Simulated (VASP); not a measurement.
Input:

```
CELL_PARAMETERS angstrom
      1.23568    -2.14027     0.00000
      1.23568     2.14027     0.00000
      0.00000     0.00000     6.68408
ATOMIC_POSITIONS crystal
  C  0.00000 0.00000 0.25000
  C  0.00000 0.00000 0.75000
  C  0.33333 0.66667 0.25000
  C  0.66667 0.33333 0.75000
```

Method: LDA (Ceperley-Alder, Perdew-Zunger), VASP's LDA PAW potentials (set 64) (plane waves; VASP 6.6.1). Settings: 520 eV cut-off, 10×10×4 Γ-centred mesh, Gaussian smearing of 0.050 eV, potentials C.

Question: The ions and cell shape at fixed volume are relaxed. Which structure does the run end with?

Answer: 
```
CELL_PARAMETERS angstrom
      1.22416    -2.12031     0.00000
      1.22416     2.12031     0.00000
      0.00000     0.00000     6.81052
ATOMIC_POSITIONS crystal
  C  0.00000 0.00000 0.25000
  C  0.00000 0.00000 0.75000
  C  0.33333 0.66667 0.25000
  C  0.66667 0.33333 0.75000
```
Space group P6_3/mmc (194), at a tolerance of 0.03 Å.

Question: How much energy does the relaxation gain?

Answer: The energy (σ→0) changes by -6.3 meV/atom, in 3 ionic steps.

```csv
step,E(σ→0) (eV),max force (eV/Å),pressure (GPa),volume (Å³)
1,-40.4277,0.000,-8.15,35.35
2,-40.4524,0.000,0.55,35.35
3,-40.4530,0.000,-0.58,35.35
```

The compound is C in the graphite structure. This cell is one point of a volume scan, at 1.03 of the reference volume. Symmetry was kept, so distortions that lower it aren't found.
